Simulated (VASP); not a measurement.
# Mn2InN2 (C2/m) in VASP: reference runs, part 2 of 2

VASP 6.6.1. The steps go on from the part before.

## 6. Equation of state, PBE, collinear spin, ferromagnetic start, 13.53 Å³/atom (volume scaled by 1.02)

Input file INCAR:

```
SYSTEM = Mn2InN2
  PREC = Accurate
  ENCUT = 520
  EDIFF = 1E-7
  ISMEAR = -1
  SIGMA = 0.05
  LREAL = .False.
  LASPH = .True.
  NELM = 120
  ALGO = Normal
  ISIF = 2
  LWAVE = .False.
  LCHARG = .False.
  ISPIN = 2
  MAGMOM = 0 4 4 0 0
  LORBIT = 11
  LMAXMIX = 4
  GGA = PE
  NBANDS = 36
```

Input file KPOINTS:

```
Automatic mesh
0
Gamma
  10 10 4
  0 0 0
```

Input file POSCAR:

```
Mn2InN2
1.0
    2.7954073602     -1.6234093887      0.0000000000
    2.7954073602      1.6234093887      0.0000000000
   -0.0229758369      0.0000000000      7.4554164290
In Mn N
1 2 2
Direct
    0.0000000000      0.0000000000      0.5000000000
    0.6664280000      0.6664280000      0.8856840000
    0.3335720000      0.3335720000      0.1143160000
    0.6679540000      0.6679540000      0.1518960000
    0.3320460000      0.3320460000      0.8481040000
```

Potentials or basis: VASP PAW PBE potentials, release 64 (In_d, Mn_pv, N).

The run is started by

```sh
$ cat potpaw_PBE.64/In_d/POTCAR potpaw_PBE.64/Mn_pv/POTCAR potpaw_PBE.64/N/POTCAR > POTCAR
$ mpirun -np 1 vasp_std > vasp.out
```

OUTCAR:

```text
SYSTEM = Mn2InN2
   PREC = Accurate
   ENCUT = 520
   EDIFF = 1E-7
   ISMEAR = -1
   LREAL = .False.
   LASPH = .True.
   NELM = 120
   ISIF = 2
   ISPIN = 2
   LORBIT = 11
   GGA = PE

 Found    117 irreducible k-points:

 Following reciprocal coordinates:
            Coordinates               Weight
  0.000000  0.000000  0.000000      1.000000
  0.100000 -0.000000  0.000000      4.000000
  0.200000 -0.000000  0.000000      4.000000
  0.300000 -0.000000  0.000000      4.000000
  0.400000  0.000000  0.000000      4.000000
  0.500000 -0.000000  0.000000      2.000000
   k-points           NKPTS =    117   k-points in BZ     NKDIM =    117   number of bands    NBANDS=     36
   number of dos      NEDOS =    301   number of ions     NIONS =      5
   total plane-waves  NPLWV =  32256
   dimension x,y,z NGX =    24 NGY =   24 NGZ =   56
   dimension x,y,z NGXF=    48 NGYF=   48 NGZF=  112
   ions per type =               1   2   2
   NGX,Y,Z   is equivalent  to a cutoff of  12.34, 12.34, 12.49 a.u.
   NGXF,Y,Z  is equivalent  to a cutoff of  24.69, 24.69, 24.97 a.u.
 SYSTEM =  Mn2InN2
   PREC   = accura    normal or accurate (medium, high low for compatibility)
   ISTART =      0    job   : 0-new  1-cont  2-samecut
   ICHARG =      2    charge: 1-file 2-atom 10-const
   ISPIN  =      2    spin polarized calculation?
   LNONCOLLINEAR =      F non collinear calculations
   LSORBIT =      F    spin-orbit coupling
   LASPH  =      T    aspherical Exc in radial PAW
   ENCUT  =  520.0 eV  38.22 Ry    6.18 a.u.   6.01  6.01 13.86*2*pi/ulx,y,z
   NELM   =    120;   NELMIN=  2; NELMDL= -5     # of ELM steps
   EDIFF  = 0.1E-06   stopping-criterion for ELM
   LREAL  =      F    real-space projection
   EDIFFG = 0.1E-05   stopping-criterion for IOM
   NSW    =      0    number of steps for IOM
   IBRION =     -1    ionic relax: 0-MD 1-quasi-New 2-CG
   NFREE  =      0    steps in history (QN), initial steepest desc. (CG)
   ISIF   =      2    stress and relaxation
   ISYM   =      2    0-nonsym 1-usesym 2-fastsym
   POTIM  = 0.5000    time-step for ionic-motion
   TEBEG  =    0.0;   TEEND  =   0.0 temperature during run
   PSTRESS=    0.0 pullay stress
   NELECT =      49.0000    total number of electrons
   NUPDOWN=      -1.0000    fix difference up-down
[... 45 lines left out ...]
  band No.  band energies     occupation
      1     -41.8824      1.00000
      2     -41.8774      1.00000
      3     -41.7808      1.00000
      4     -41.7761      1.00000
      5     -41.6466      1.00000
      6     -41.4485      1.00000
[... 223 lines left out ...]
     35      15.9288      0.00000
     36      16.6166      0.00000

 [... further k-points ...]

 spin component 2

 k-point     1 :       0.0000    0.0000    0.0000
  band No.  band energies     occupation
      1     -40.2070      1.00000
      2     -40.1424      1.00000
      3     -40.1331      1.00000
      4     -40.0336      1.00000
      5     -40.0247      1.00000
      6     -39.9968      1.00000
[... 223 lines left out ...]
     35      16.1588      0.00000
     36      17.0821      0.00000

 [... further k-points ...]

------------------------ aborting loop because EDIFF is reached ----------------------------------------

  FORCE on cell =-STRESS in cart. coord.  units (eV):
  Direction    XX          YY          ZZ          XY          YZ          ZX
  --------------------------------------------------------------------------------------
  -------------------------------------------------------------------------------------
  Total       -1.1089566     -1.2360817     -1.2063898      0.0000000      0.0000000     -0.0137845
  in kB      -26.2573006    -29.2673015    -28.5642739      0.0000000      0.0000000     -0.3263832
  external PRESSURE =     -28.0296253 kB  Pullay stress =       0.0000000 kB

 VOLUME and BASIS-vectors are now :
 -----------------------------------------------------------------------------
  energy-cutoff  :      520.00
  volume of cell :       67.67
      direct lattice vectors                 reciprocal lattice vectors
     2.795407360 -1.623409389  0.000000000     0.178864808 -0.307993784  0.000551219
     2.795407360  1.623409389  0.000000000     0.178864808  0.307993784  0.000551219
    -0.022975837  0.000000000  7.455416429     0.000000000  0.000000000  0.134130670

 POSITION                                       TOTAL-FORCE (eV/Angst)
 -----------------------------------------------------------------------------------
     -0.01149      0.00000      3.72771        -0.000000      0.000000      0.000000
      3.70553      0.00000      6.60314        -0.012376     -0.000000      0.230169
      1.86231      0.00000      0.85227         0.012376     -0.000000     -0.230169
      3.73092      0.00000      1.13245        -0.018111     -0.000000     -0.193386
      1.83692      0.00000      6.32297         0.018111     -0.000000      0.193386
 -----------------------------------------------------------------------------------
    total drift:                                0.000000      0.000000      0.000000

  FREE ENERGIE OF THE ION-ELECTRON SYSTEM (eV)
  ---------------------------------------------------
  free  energy   TOTEN  =       -37.6122455487 eV

  energy  without entropy=      -37.5896808474  energy(sigma->0) =      -37.60096320

 total charge

# of ion       s       p       d       tot
------------------------------------------
    1        1.047   0.397   9.856  11.300
    2        0.349   6.391   5.244  11.984
    3        0.349   6.391   5.244  11.984
    4        1.270   2.401   0.000   3.672
    5        1.270   2.401   0.000   3.672
--------------------------------------------------
tot          4.286  17.981  20.345  42.612

 magnetization (x)

# of ion       s       p       d       tot
------------------------------------------
    1        0.024  -0.037   0.002  -0.011
    2        0.014   0.025   1.487   1.525
    3        0.014   0.025   1.487   1.525
    4       -0.002  -0.089   0.000  -0.091
    5       -0.002  -0.089   0.000  -0.091
--------------------------------------------------
tot          0.048  -0.166   2.975   2.857
```

OSZICAR:

```text
N       E                     dE             d eps       ncg     rms          rms(c)
DAV:   1     0.570545481591E+03    0.57055E+03   -0.26337E+04 17176   0.181E+03
DAV:   2     0.211614272338E+02   -0.54938E+03   -0.51624E+03 17044   0.492E+02
[... 11 lines left out ...]
DAV:  14    -0.376122362959E+02    0.38027E-04   -0.34520E-04 19528   0.942E-02    0.680E-02
DAV:  15    -0.376122395469E+02   -0.32511E-05   -0.14767E-05 19536   0.305E-02    0.312E-02
DAV:  16    -0.376122458019E+02   -0.62550E-05   -0.16280E-05 17596   0.297E-02    0.927E-03
DAV:  17    -0.376122456528E+02    0.14911E-06   -0.11192E-06 19636   0.940E-03    0.445E-03
DAV:  18    -0.376122455279E+02    0.12490E-06   -0.10226E-07 11360   0.239E-03    0.113E-03
DAV:  19    -0.376122455487E+02   -0.20737E-07   -0.29900E-08  8860   0.160E-03
   1 F= -.37612246E+02 E0= -.37600963E+02  d E =-.225647E-01  mag=     2.9496
```

Run time: 8.3 min. Hardware: 1 thread of Intel Xeon Platinum 8559C (Emerald Rapids), shared host; peak memory 0.5 GiB.

Results:

```
Free energy                                           : -37.6122 eV
Pressure                                              : -2.8 GPa
Largest force                                         : 0.231 eV/Å
Band gap on the k mesh                                : none (metal or under the smearing width)
Net moment                                            : 2.95 μB per cell
Site moments                                          : In -0.01; Mn +1.52; N -0.09 μB
Valence electrons inside the program's atomic spheres : In 11.30; Mn 11.98; N 3.67
```

Caveat: only a ferromagnetic start was run, and an antiferromagnetic order may lie lower in energy.

## 7. Equation of state, PBE, collinear spin, ferromagnetic start, 13.80 Å³/atom (volume scaled by 1.04)

Input file INCAR:

```
PREC = Accurate ; ENCUT = 520
EDIFF = 1E-7 ; ISMEAR = -1
SIGMA = 0.05 ; LREAL = F
LASPH = T ; NELM = 120
ALGO = Normal ; ISIF = 2
LWAVE = F ; LCHARG = F
ISPIN = 2 ; MAGMOM = 0 4 4 0 0
LORBIT = 11 ; LMAXMIX = 4
GGA = PE ; NBANDS = 36
```

Input file KPOINTS:

```
Automatic mesh
0
Gamma
  10 10 4
```

Edit POSCAR of step 6 so:

```diff
@@ -2,5 +2,5 @@
 1.0
-    2.7954073602     -1.6234093887      0.0000000000
-    2.7954073602      1.6234093887      0.0000000000
-   -0.0229758369      0.0000000000      7.4554164290
+    2.8135598647     -1.6339513035      0.0000000000
+    2.8135598647      1.6339513035      0.0000000000
+   -0.0231250348      0.0000000000      7.5038295806
 In Mn N
```

The run is started by

```sh
$ cat potpaw_PBE.64/In_d/POTCAR potpaw_PBE.64/Mn_pv/POTCAR potpaw_PBE.64/N/POTCAR > POTCAR
$ mpirun -np 1 vasp_std > vasp.out
```

Wall time 8.3 min (1 thread of Intel Xeon Platinum 8559C (Emerald Rapids), shared host); peak memory 0.5 GiB.

The run converged. Its results:

| Quantity | Value |
| --- | --- |
| Free energy | -37.5792 eV |
| Pressure | -5.3 GPa |
| Largest force | 0.365 eV/Å |
| Band gap on the k mesh | none (metal or under the smearing width) |
| Net moment | 3.02 μB per cell |
| Site moments | In -0.01; Mn +1.57; N -0.10 μB |
| Valence electrons inside the program's atomic spheres | In 11.29; Mn 11.94; N 3.66 |

Caveat: only a ferromagnetic start was run, and an antiferromagnetic order may lie lower in energy.

## 8. Equation of state, PBE, collinear spin, ferromagnetic start, 14.06 Å³/atom (volume scaled by 1.06)

Input file INCAR:

```
ALGO     = Normal         # electronic algorithm
EDIFF    = 1E-7           # SCF threshold, eV
ENCUT    = 520            # plane-wave cutoff, eV
GGA      = PE             # functional
ISIF     = 2              # what is computed and relaxed
ISMEAR   = -1             # smearing method
ISPIN    = 2              # spin polarisation
LASPH    = T              # aspherical terms in the spheres
LCHARG   = F              # write CHGCAR
LMAXMIX  = 4              # l up to which the mixer works
LORBIT   = 11             # projections on sites
LREAL    = F              # projectors in reciprocal space
LWAVE    = F              # write WAVECAR
MAGMOM   = 0 4 4 0 0      # initial moments
NBANDS   = 36             # bands
NELM     = 100            # most SCF steps
PREC     = Accurate       # precision mode
SIGMA    = 0.05           # smearing width, eV
```

Input file KPOINTS:

```
k-points
0
Gamma
  10 10 4
```

Edit POSCAR of step 7 so:

```diff
@@ -2,5 +2,5 @@
 1.0
-    2.8135598647     -1.6339513035      0.0000000000
-    2.8135598647      1.6339513035      0.0000000000
-   -0.0231250348      0.0000000000      7.5038295806
+    2.8314811114     -1.6443589173      0.0000000000
+    2.8314811114      1.6443589173      0.0000000000
+   -0.0232723320      0.0000000000      7.5516259621
 In Mn N
```

The run is started by

```sh
$ cat potpaw_PBE.64/In_d/POTCAR potpaw_PBE.64/Mn_pv/POTCAR potpaw_PBE.64/N/POTCAR > POTCAR
$ mpirun -np 1 vasp_std > vasp.out
```

It took 8.1 min on 1 thread of Intel Xeon Platinum 8559C (Emerald Rapids), shared host; peak memory 0.53 GiB.

It converged, with:

```
Free energy                                           : -37.5262 eV
Pressure                                              : -7.6 GPa
Largest force                                         : 0.491 eV/Å
Band gap on the k mesh                                : none (metal or under the smearing width)
Net moment                                            : 3.08 μB per cell
Site moments                                          : In -0.02; Mn +1.61; N -0.10 μB
Valence electrons inside the program's atomic spheres : In 11.28; Mn 11.90; N 3.65
```

Caveat: only a ferromagnetic start was run, and an antiferromagnetic order may lie lower in energy.

## 9. Equation of state, PBE, collinear spin, ferromagnetic start

Potentials or basis: VASP PAW PBE potentials, release 64 (In_d, Mn_pv, N).

This step only gathers the single runs of the series.

Results:

```yaml
Equilibrium_volume: 13.28 Å³/atom
Bulk_modulus_at_fixed_shape_and_positions: 148 GPa
Pressure_derivative_of_the_bulk_modulus: 4.3
```

Energy against volume, from the lowest point:
```tsv
volume (Å³/atom)	energy (meV/atom)
12.472	25.35
12.737	11.00
13.003	2.76
13.268	0.00
13.533	2.17
13.799	8.77
14.064	19.37
```

Caveat: the cell was scaled at fixed shape and fractional positions, which overstates the stiffness of a crystal with free parameters, most of all of layers and chains.
